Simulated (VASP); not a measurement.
# TaI (Fm-3m) in VASP: a series of runs

The runs below take TaI through single point, with r2SCAN.

Everything below comes from runs of VASP 6.6.1. Logs are shortened: lines on timing, memory, paths and dates and some standing lists are left out, and cuts for length are marked.

## 1. The structure

The structure is cubic, space group Fm-3m (No. 225). The conventional cell has a = 6.170 Å, b = 6.170 Å, c = 6.170 Å, α = 90.00°, β = 90.00°, γ = 90.00°. Ta (site symmetry m-3m) is surrounded by 6 I at 3.09 Å. I (site symmetry m-3m) is surrounded by 6 Ta at 3.09 Å.

The cell was built by a generator and needn't be a form met in nature.

## 2. Single point, r2SCAN

POSCAR

```
TaI
1.0
    0.0000000000      3.0851450000      3.0851450000
    3.0851450000      0.0000000000      3.0851450000
    3.0851450000      3.0851450000      0.0000000000
Ta I
1 1
Direct
    0.0000000000      0.0000000000      0.0000000000
    0.5000000000      0.5000000000      0.5000000000
```

INCAR.step1

```
SYSTEM = TaI
  PREC = Accurate
  ENCUT = 520
  ISMEAR = -1
  SIGMA = 0.0777
  LREAL = .FALSE.
  LASPH = .TRUE.
  NELM = 60
  NBANDS = 16
  GGA = PE
  ALGO = Normal
  EDIFF = 1E-4
  LWAVE = .TRUE.
  LCHARG = .FALSE.
```

INCAR.step2

```
SYSTEM = TaI
  PREC = Accurate
  ENCUT = 520
  EDIFF = 1E-7
  ISMEAR = -1
  SIGMA = 0.0777
  LREAL = .FALSE.
  LASPH = .TRUE.
  NELM = 60
  ALGO = Normal
  ISIF = 2
  LWAVE = .FALSE.
  LCHARG = .FALSE.
  METAGGA = R2SCAN
  LMIXTAU = .TRUE.
  NBANDS = 16
  ISTART = 1
```

KPOINTS

```
Automatic mesh
0
G
  5 5 5
  0 0 0
```

Potentials or basis: VASP PAW PBE potentials, release 64 (Ta_pv, I).

Command:

```bash
cat potpaw_PBE.64/Ta_pv/POTCAR potpaw_PBE.64/I/POTCAR > POTCAR
cp INCAR.step1 INCAR
mpirun -np 1 vasp_std > vasp.out
cp INCAR.step2 INCAR
mpirun -np 1 vasp_std > vasp.out
```

OUTCAR:

```text
SYSTEM = TaI
   PREC = Accurate
   ENCUT = 520
   EDIFF = 1E-7
   ISMEAR = -1
   LREAL = .FALSE.
   LASPH = .TRUE.
   NELM = 60
   ISIF = 2
   METAGGA = R2SCAN
   ISTART = 1

 ion  position               nearest neighbor table
   1  0.000  0.000  0.000-   2 3.09   2 3.09   2 3.09   2 3.09   2 3.09   2 3.09
   2  0.500  0.500  0.500-   1 3.09   1 3.09   1 3.09   1 3.09   1 3.09   1 3.09

  LATTYP: Found a face centered cubic cell.
 ALAT       =     6.1702900000

  Lattice vectors:

 A1 = (   0.0000000000,   3.0851450000,   3.0851450000)
 A2 = (   3.0851450000,   0.0000000000,   3.0851450000)
 A3 = (   3.0851450000,   3.0851450000,   0.0000000000)

Analysis of symmetry for initial positions (statically):
=====================================================================
 Subroutine PRICEL returns:
 Original cell was already a primitive cell.

 Routine SETGRP: Setting up the symmetry group for a
 face centered cubic supercell.

 Subroutine GETGRP returns: Found 48 space group operations
 (whereof 48 operations were pure point group operations)
 out of a pool of 48 trial point group operations.

The static configuration has the point symmetry O_h .

Analysis of symmetry for dynamics (positions and initial velocities):
=====================================================================
 Subroutine PRICEL returns:
 Original cell was already a primitive cell.

 Routine SETGRP: Setting up the symmetry group for a
 face centered cubic supercell.

 Subroutine GETGRP returns: Found 48 space group operations
 (whereof 48 operations were pure point group operations)
 out of a pool of 48 trial point group operations.

The dynamic configuration has the point symmetry O_h .

 Subroutine INISYM returns: Found 48 space group operations
 (whereof 48 operations are pure point group operations),
 and found     1 'primitive' translations

----------------------------------------------------------------------------------------

                                     Primitive cell

  volume of cell :      58.7296

  direct lattice vectors                    reciprocal lattice vectors
     0.000000000  3.085145000  3.085145000    -0.162066937  0.162066937  0.162066937
     3.085145000  0.000000000  3.085145000     0.162066937 -0.162066937  0.162066937
     3.085145000  3.085145000  0.000000000     0.162066937  0.162066937 -0.162066937

  length of vectors
     4.363053901  4.363053901  4.363053901     0.280708169  0.280708169  0.280708169

  position of ions in fractional coordinates (direct lattice)
     0.000000000  0.000000000  0.000000000
     0.500000000  0.500000000  0.500000000

  ion indices of the primitive-cell ions
   primitive index   ion index
                 1           1
                 2           2

----------------------------------------------------------------------------------------

 KPOINTS: Automatic mesh

Automatic generation of k-mesh.
 Grid dimensions read from file:
 generate k-points for:    5    5    5

 Generating k-lattice:

  Cartesian coordinates                     Fractional coordinates (reciprocal lattice)
    -0.032413387  0.032413387  0.032413387     0.200000000  0.000000000  0.000000000
     0.032413387 -0.032413387  0.032413387     0.000000000  0.200000000  0.000000000
     0.032413387  0.032413387 -0.032413387     0.000000000  0.000000000  0.200000000

  Length of vectors
     0.056141634  0.056141634  0.056141634

  Shift w.r.t. Gamma in fractional coordinates (k-lattice)
     0.000000000  0.000000000  0.000000000

 Subroutine IBZKPT returns following result:
 ===========================================

 Found     10 irreducible k-points:

 Following reciprocal coordinates:
            Coordinates               Weight
  0.000000  0.000000  0.000000      1.000000
  0.200000  0.000000  0.000000      8.000000
  0.400000  0.000000  0.000000      8.000000
  0.200000  0.200000  0.000000      6.000000
  0.400000  0.200000  0.000000     24.000000
 -0.400000  0.200000  0.000000     24.000000
 -0.200000  0.200000  0.000000     12.000000
  0.400000  0.400000  0.000000      6.000000
 -0.400000  0.400000  0.000000     12.000000
 -0.400000  0.400000  0.200000     24.000000
   k-points           NKPTS =     10   k-points in BZ     NKDIM =     10   number of bands    NBANDS=     16
   number of dos      NEDOS =    301   number of ions     NIONS =      2
   total plane-waves  NPLWV =  32768
   dimension x,y,z NGX =    32 NGY =   32 NGZ =   32
   dimension x,y,z NGXF=    64 NGYF=   64 NGZF=   64
   ions per type =               1   1
   NGX,Y,Z   is equivalent  to a cutoff of  12.19, 12.19, 12.19 a.u.
   NGXF,Y,Z  is equivalent  to a cutoff of  24.39, 24.39, 24.39 a.u.
 SYSTEM =  TaI
   PREC   = accura    normal or accurate (medium, high low for compatibility)
   ISTART =      1    job   : 0-new  1-cont  2-samecut
   ICHARG =      0    charge: 1-file 2-atom 10-const
   ISPIN  =      1    spin polarized calculation?
   LNONCOLLINEAR =      F non collinear calculations
   LSORBIT =      F    spin-orbit coupling
   LASPH  =      T    aspherical Exc in radial PAW
   ENCUT  =  520.0 eV  38.22 Ry    6.18 a.u.   8.11  8.11  8.11*2*pi/ulx,y,z
   NELM   =     60;   NELMIN=  2; NELMDL=  0     # of ELM steps
   EDIFF  = 0.1E-06   stopping-criterion for ELM
   LREAL  =      F    real-space projection
   EDIFFG = 0.1E-05   stopping-criterion for IOM
   NSW    =      0    number of steps for IOM
   IBRION =     -1    ionic relax: 0-MD 1-quasi-New 2-CG
   NFREE  =      0    steps in history (QN), initial steepest desc. (CG)
   ISIF   =      2    stress and relaxation
   ISYM   =      2    0-nonsym 1-usesym 2-fastsym
   POTIM  = 0.5000    time-step for ionic-motion
   TEBEG  =    0.0;   TEEND  =   0.0 temperature during run
   PSTRESS=    0.0 pullay stress
   NELECT =      18.0000    total number of electrons
   NUPDOWN=      -1.0000    fix difference up-down
   EMIN   =  10.00;   EMAX   =-10.00  energy-range for DOS
   EFERMI =   0.00;   METHOD = LEGACY
   ISMEAR =    -1;   SIGMA  =   0.08  broadening in eV -4-tet -1-fermi 0-gaus
   EFERMI_NEDOS =   21; number of points for ismear=-14 and -15
   IALGO  =     38    algorithm
   IMIX   =      4    mixing-type and parameters
     AMIX     =   0.40;   BMIX     =  1.00
     AMIX_MAG =   1.60;   BMIX_MAG =  1.00
  volume/ion in A,a.u.               =      29.36       198.16
  Fermi-wavevector in a.u.,A,eV,Ry     =   1.103774  2.085830 16.576204  1.218317
  Thomas-Fermi vector in A             =   2.240237
   LORBIT       =      0    0 simple, 1 ext, 2 COOP (PROOUT), +10 PAW based schemes
   METAGGA = R2SCAN    functional components
   LHFCALC =     F    Hartree Fock is set to
   AEXX    =    0.0000 exact exchange contribution
   IVDW    =     0    specifies the selected vdW correction
   LEPSILON=     F    determine dielectric tensor
   LRPA    =     F    only Hartree local field effects (RPA)
 non-spin polarized calculation
  energy-cutoff  :      520.00
  volume of cell :       58.73
 maximum number of plane-waves:      1596
   NGX = 17   NGY = 17   NGZ = 17

 number of electron      18.0000002 magnetization

 Free energy of the ion-electron system (eV)
  ---------------------------------------------------
  ext. energy  EPLUGINS =         0.00000000
  ---------------------------------------------------
  free energy    TOTEN  =       -69.01551405 eV

  energy without entropy =      -68.92544571  energy(sigma->0) =      -68.97047988

 E-fermi :   6.2024     XC(G=0): -10.5386

 val. band max:        6.1820536565   @ k =   0.2000   0.2000   0.0000
 cond. band min:       6.2534939524   @ k =  -0.4000   0.2000   0.0000
 fundamental gap:      0.0714402959
 Fermi energy:         6.2024273376

 k-point     1 :       0.0000    0.0000    0.0000
  band No.  band energies     occupation
      1     -30.6492      2.00000
      2     -30.6492      2.00000
      3     -30.6492      2.00000
      4      -9.9592      2.00000
      5       1.9578      2.00000
      6       1.9578      2.00000
[... 8 lines left out ...]
     15      15.1141      0.00000
     16      15.1141      0.00000

 k-point     2 :       0.2000    0.0000    0.0000
  band No.  band energies     occupation
      1     -30.6551      2.00000
      2     -30.6497      2.00000
      3     -30.6496      2.00000
      4      -9.7433      2.00000
      5       0.2977      2.00000
      6       1.3354      2.00000
[... 8 lines left out ...]
     15      12.9704      0.00000
     16      12.9704      0.00000

 k-point     3 :       0.4000    0.0000    0.0000
  band No.  band energies     occupation
      1     -30.6646      2.00000
      2     -30.6504      2.00000
      3     -30.6504      2.00000
      4      -9.3453      2.00000
      5      -1.3462      2.00000
      6       0.6730      2.00000
[... 8 lines left out ...]
     15      10.5884      0.00000
     16      10.9230      0.00000

 k-point     4 :       0.2000    0.2000    0.0000
  band No.  band energies     occupation
      1     -30.6541      2.00000
      2     -30.6513      2.00000
      3     -30.6513      2.00000
      4      -9.6969      2.00000
      5       0.0566      2.00000
      6       1.4589      2.00000
[... 8 lines left out ...]
     15      13.0922      0.00000
     16      13.0922      0.00000

 k-point     5 :       0.4000    0.2000    0.0000
  band No.  band energies     occupation
      1     -30.6612      2.00000
      2     -30.6527      2.00000
      3     -30.6524      2.00000
      4      -9.4057      2.00000
      5      -0.7911      2.00000
      6       0.6376      2.00000
[... 8 lines left out ...]
     15      12.3375      0.00000
     16      12.5049      0.00000

 k-point     6 :      -0.4000    0.2000    0.0000
  band No.  band energies     occupation
      1     -30.6638      2.00000
      2     -30.6548      2.00000
      3     -30.6515      2.00000
      4      -9.2623      2.00000
      5      -1.1634      2.00000
      6       0.3046      2.00000
[... 8 lines left out ...]
     15      11.3686      0.00000
     16      11.8687      0.00000

 k-point     7 :      -0.2000    0.2000    0.0000
  band No.  band energies     occupation
      1     -30.6593      2.00000
      2     -30.6536      2.00000
      3     -30.6498      2.00000
      4      -9.4881      2.00000
      5      -0.6480      2.00000
      6       0.8024      2.00000
[... 8 lines left out ...]
     15      11.3070      0.00000
     16      11.7559      0.00000

 k-point     8 :       0.4000    0.4000    0.0000
  band No.  band energies     occupation
      1     -30.6621      2.00000
      2     -30.6547      2.00000
      3     -30.6547      2.00000
      4      -9.3602      2.00000
      5      -0.5703      2.00000
      6       1.0292      2.00000
[... 8 lines left out ...]
     15      13.5528      0.00000
     16      13.9848      0.00000

 k-point     9 :      -0.4000    0.4000    0.0000
  band No.  band energies     occupation
      1     -30.6619      2.00000
      2     -30.6577      2.00000
      3     -30.6541      2.00000
      4      -9.2736      2.00000
      5      -0.3207      2.00000
      6       0.0168      2.00000
[... 8 lines left out ...]
     15      12.4969      0.00000
     16      14.0217      0.00000

 k-point    10 :      -0.4000    0.4000    0.2000
  band No.  band energies     occupation
      1     -30.6612      2.00000
      2     -30.6574      2.00000
      3     -30.6537      2.00000
      4      -9.2700      2.00000
      5      -0.6159      2.00000
      6       0.3166      2.00000
[... 8 lines left out ...]
     15      12.1019      0.00000
     16      12.7988      0.00000

------------------------ aborting loop because EDIFF is reached ----------------------------------------

  FORCE on cell =-STRESS in cart. coord.  units (eV):
  Direction    XX          YY          ZZ          XY          YZ          ZX
  --------------------------------------------------------------------------------------
  -------------------------------------------------------------------------------------
  Total       -3.9565105     -3.9565105     -3.9565105      0.0000000     -0.0000000     -0.0000000
  in kB     -107.9359625   -107.9359625   -107.9359625      0.0000000     -0.0000000     -0.0000000
  external PRESSURE =    -107.9359625 kB  Pullay stress =       0.0000000 kB

 VOLUME and BASIS-vectors are now :
 -----------------------------------------------------------------------------
  energy-cutoff  :      520.00
  volume of cell :       58.73
      direct lattice vectors                 reciprocal lattice vectors
     0.000000000  3.085145000  3.085145000    -0.162066937  0.162066937  0.162066937
     3.085145000  0.000000000  3.085145000     0.162066937 -0.162066937  0.162066937
     3.085145000  3.085145000  0.000000000     0.162066937  0.162066937 -0.162066937

 POSITION                                       TOTAL-FORCE (eV/Angst)
 -----------------------------------------------------------------------------------
      0.00000      0.00000      0.00000         0.000000      0.000000      0.000000
      3.08514      3.08514      3.08514         0.000000      0.000000      0.000000
 -----------------------------------------------------------------------------------
    total drift:                                0.000000     -0.000000     -0.000000

  FREE ENERGIE OF THE ION-ELECTRON SYSTEM (eV)
  ---------------------------------------------------
  free  energy   TOTEN  =       -69.0155140510 eV

  energy  without entropy=      -68.9254457066  energy(sigma->0) =      -68.97047988
```

Wall time 17 s (1 thread of Intel Xeon 6975P-C (Granite Rapids), shared host); peak memory 0.18 GiB.

Results:

* Free energy: -69.0155 eV
* Pressure: -10.8 GPa
* Band gap on the k mesh: none (metal or under the smearing width)

Caveat: the PAW data sets were made with another functional, which shifts forces and pressure a little. Spin-orbit coupling is left out, which matters for the levels of I, Ta.

## 3. Single point, r2SCAN

POSCAR is that of step 2.

INCAR.step1

```
ALGO = Normal
EDIFF = 1E-4
ENCUT = 520
GGA = PE
ISMEAR = -1
LASPH = T
LCHARG = F
LREAL = F
LWAVE = T
NBANDS = 16
NELM = 80
PREC = Accurate
SIGMA = 0.0777
```

INCAR.step2

```
ALGO = Normal
EDIFF = 1E-6
ENCUT = 520
ISIF = 2
ISMEAR = -1
ISTART = 1
LASPH = T
LCHARG = F
LMIXTAU = T
LREAL = F
LWAVE = F
METAGGA = R2SCAN
NBANDS = 16
NELM = 80
PREC = Accurate
SIGMA = 0.0777
```

KPOINTS

```
k-points
0
Gamma
  5 5 5
```

Potentials or basis: VASP PAW PBE potentials, release 64 (Ta_pv, I).

Command:

```bash
cat potpaw_PBE.64/Ta_pv/POTCAR potpaw_PBE.64/I/POTCAR > POTCAR
cp INCAR.step1 INCAR
mpirun -np 1 vasp_std > vasp.out
cp INCAR.step2 INCAR
mpirun -np 1 vasp_std > vasp.out
```

OUTCAR:

```text
EDIFF = 1E-6
   ENCUT = 520
   ISIF = 2
   ISMEAR = -1
   ISTART = 1
   LASPH = T
   LREAL = F
   METAGGA = R2SCAN
   NELM = 80
   PREC = Accurate

 ion  position               nearest neighbor table
   1  0.000  0.000  0.000-   2 3.09   2 3.09   2 3.09   2 3.09   2 3.09   2 3.09
   2  0.500  0.500  0.500-   1 3.09   1 3.09   1 3.09   1 3.09   1 3.09   1 3.09

  LATTYP: Found a face centered cubic cell.
 ALAT       =     6.1702900000

  Lattice vectors:

[... 361 lines left out ...]

  FORCE on cell =-STRESS in cart. coord.  units (eV):
  Direction    XX          YY          ZZ          XY          YZ          ZX
  --------------------------------------------------------------------------------------
  -------------------------------------------------------------------------------------
  Total       -3.9568046     -3.9568046     -3.9568046      0.0000000      0.0000000      0.0000000
  in kB     -107.9439869   -107.9439869   -107.9439869      0.0000000      0.0000000      0.0000000
  external PRESSURE =    -107.9439869 kB  Pullay stress =       0.0000000 kB

 VOLUME and BASIS-vectors are now :
 -----------------------------------------------------------------------------
  energy-cutoff  :      520.00
  volume of cell :       58.73
      direct lattice vectors                 reciprocal lattice vectors
     0.000000000  3.085145000  3.085145000    -0.162066937  0.162066937  0.162066937
     3.085145000  0.000000000  3.085145000     0.162066937 -0.162066937  0.162066937
     3.085145000  3.085145000  0.000000000     0.162066937  0.162066937 -0.162066937

 POSITION                                       TOTAL-FORCE (eV/Angst)
 -----------------------------------------------------------------------------------
      0.00000      0.00000      0.00000         0.000000      0.000000      0.000000
      3.08514      3.08514      3.08514         0.000000      0.000000      0.000000
 -----------------------------------------------------------------------------------
    total drift:                                0.000000     -0.000000     -0.000000

  FREE ENERGIE OF THE ION-ELECTRON SYSTEM (eV)
  ---------------------------------------------------
  free  energy   TOTEN  =       -69.0155140494 eV

  energy  without entropy=      -68.9254457050  energy(sigma->0) =      -68.97047988
```

OUTCAR.step1:

```text
EDIFF = 1E-4
   ENCUT = 520
   GGA = PE
   ISMEAR = -1
   LASPH = T
   LREAL = F
[... 392 lines left out ...]
 -----------------------------------------------------------------------------------
      0.00000      0.00000      0.00000         0.000000      0.000000      0.000000
      3.08514      3.08514      3.08514         0.000000      0.000000     -0.000000
 -----------------------------------------------------------------------------------
    total drift:                                0.000000     -0.000000     -0.000000

  FREE ENERGIE OF THE ION-ELECTRON SYSTEM (eV)
  ---------------------------------------------------
  free  energy   TOTEN  =        -9.5523116686 eV

  energy  without entropy=       -9.4604371758  energy(sigma->0) =       -9.50637442
```

OSZICAR.step1:

```text
N       E                     dE             d eps       ncg     rms          rms(c)
DAV:   1     0.107842256092E+03    0.10784E+03   -0.88658E+03   320   0.100E+03
DAV:   2    -0.559348482638E+01   -0.11344E+03   -0.10927E+03   416   0.238E+02
DAV:   3    -0.989992639482E+01   -0.43064E+01   -0.41779E+01   392   0.427E+01
DAV:   4    -0.996506532508E+01   -0.65139E-01   -0.65120E-01   448   0.547E+00
DAV:   5    -0.996602235000E+01   -0.95702E-03   -0.95702E-03   384   0.571E-01    0.998E+00
DAV:   6    -0.958300749323E+01    0.38301E+00   -0.11243E+00   352   0.614E+00    0.411E+00
DAV:   7    -0.955496569438E+01    0.28042E-01   -0.60418E-02   360   0.145E+00    0.190E+00
DAV:   8    -0.955235096383E+01    0.26147E-02   -0.20891E-02   360   0.731E-01    0.654E-01
DAV:   9    -0.955231166865E+01    0.39295E-04   -0.49561E-04   400   0.143E-01
   1 F= -.95523117E+01 E0= -.95063744E+01  d E =-.918745E-01
```

Wall time 17 s (1 thread of Intel Xeon 6975P-C (Granite Rapids), shared host); peak memory 0.18 GiB.

What came out:

- Free energy: -69.0155 eV
- Pressure: -10.8 GPa
- Band gap on the k mesh: none (metal or under the smearing width)

Caveat: the PAW data sets were made with another functional, which shifts forces and pressure a little.
